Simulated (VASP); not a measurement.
Runs of VASP 6.6.1 on Au3SI. It takes space group Pm-3m (No. 221, cubic). Conventional cell: a = 5.639 Å, b = 5.639 Å, c = 5.639 Å, α = 90.00°, β = 90.00°, γ = 90.00°. I (site symmetry m-3m) has 12 Au at 3.99 Å as nearest neighbours. S (site symmetry m-3m) has 6 Au at 2.82 Å as nearest neighbours. Au (site symmetry 4/mmm) has 2 S at 2.82 Å as nearest neighbours. The cell comes from a database or a generator and needn't be the stable form of this composition.

```tsv
cell	gap on the mesh (eV)	pressure (GPa)
Pm-3m, 35.87 Å³/atom	none	-10.2
Pm-3m, 38.94 Å³/atom	none	-9.5
Pm-3m, 44.95 Å³/atom	none	(a)
Pm-3m, 41.98 Å³/atom	none	-8.7
```

Alike in all rows: task single point; level PBEsol; potentials or basis VASP PAW PBE potentials, release 64 (I, S, Au); no spin polarisation; k mesh 4 × 4 × 4; cutoff (eV) 520; smearing gaussian 0.05 eV.

Q: Estimate the missing entries.

A: (a) -8.0.

Caveats: the PAW data sets were made with another functional, which shifts forces and pressure a little.

A k mesh can miss the band edges, and the runs leave out spin-orbit coupling on Au, I.

A gap of «none» marks a metal or a gap under the smearing width.
